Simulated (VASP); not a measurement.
GeH:

```xyz
8
Lattice="4.0500 0.0000 0.0000 -2.0250 3.5074 0.0000 0.0000 0.0000 10.6000" Properties=species:S:1:pos:R:3 pbc="T T T"
Ge    0.0000    2.3383    3.0200
Ge    2.0250    1.1691    2.2800
Ge    0.0000    0.0000    8.3200
Ge    2.0250    1.1691    7.5800
H     0.0000    2.3383    4.5800
H     2.0250    1.1691    0.7200
H     0.0000    0.0000    9.8800
H     2.0250    1.1691    6.0200
```

The cell was built by a generator and isn't the measured one.

| Item | Value |
| --- | --- |
| Program | VASP 6.6.1 |
| Task | relaxation of cell and atoms |
| Functional | PBE |
| Dispersion | D3(BJ) |
| Potentials or basis | VASP PAW PBE potentials, release 64 (Ge_d, H) |
| Cutoff | 600 eV |
| k mesh | 9 × 9 × 3 |
| Occupations | gaussian, width 0.05 eV |
| Spin | no spin polarisation |

At the start: pressure -0.8 GPa; volume 18.82 Å³/atom.

**Question.** Where does the relaxation end?

**Answer.** Over 26 steps the energy falls by 6.6 meV/atom and the volume is 16.69 Å³/atom (-11.3 %); space group P6_3mc (No. 186, to 0.05 Å).

The path:
| step | energy change (eV) | largest force (eV/Å) | pressure (GPa) | volume (Å³) |
| --- | --- | --- | --- | --- |
| 1 | 0.0000 | 0.1739 | -0.80 | 150.57 |
| 2 | -0.0007 | 0.3149 | 0.20 | 148.54 |
| 3 | -0.0078 | 0.0784 | -0.29 | 149.51 |
| 4 | -0.0099 | 0.0630 | -0.17 | 148.62 |
| 5 | -0.0099 | 0.0745 | 0.28 | 147.38 |
| 6 | -0.0104 | 0.0659 | 0.12 | 147.97 |
| 7 | -0.0118 | 0.0541 | 0.03 | 147.77 |
| 8 | -0.0152 | 0.1264 | -0.11 | 147.18 |
| 9 | -0.0186 | 0.2637 | -0.40 | 145.98 |
| 10 | -0.0190 | 0.2575 | -0.37 | 145.92 |
| 11 | -0.0200 | 0.2500 | -0.44 | 145.75 |
| 12 | -0.0220 | 0.2317 | -0.38 | 145.41 |
| 13 | -0.0255 | 0.1923 | -0.36 | 144.72 |
| 14 | -0.0305 | 0.1132 | -0.19 | 143.34 |
| 15 | -0.0312 | 0.2226 | -0.21 | 140.53 |
| 16 | -0.0324 | 0.1560 | -0.25 | 141.68 |
| 17 | -0.0355 | 0.1370 | -0.24 | 140.75 |
| 18 | -0.0426 | 0.0979 | -0.23 | 137.96 |
| 19 | -0.0456 | 0.0789 | -0.12 | 132.37 |
| 20 | -0.0461 | 0.0834 | -0.13 | 133.26 |
| 21 | -0.0493 | 0.0982 | -0.04 | 133.43 |
| 22 | -0.0503 | 0.1711 | -0.22 | 133.61 |
| 23 | -0.0523 | 0.0817 | 0.01 | 133.52 |
| 24 | -0.0526 | 0.0283 | 0.09 | 133.47 |
| 25 | -0.0526 | 0.0348 | 0.07 | 133.47 |
| 26 | -0.0527 | 0.0080 | 0.09 | 133.55 |

Final structure:
```xyz
8
Lattice="4.0530 0.0000 0.0000 -2.0265 3.5100 0.0000 0.0000 0.0000 9.3873" Properties=species:S:1:pos:R:3 pbc="T T T"
Ge    0.0000    2.3400    2.7083
Ge    2.0265    1.1700    1.9850
Ge    0.0000    0.0000    7.4020
Ge    2.0265    1.1700    6.6786
H     0.0000    2.3400    4.2526
H     2.0265    1.1700    0.4414
H     0.0000    0.0000    8.9463
H     2.0265    1.1700    5.1350
```
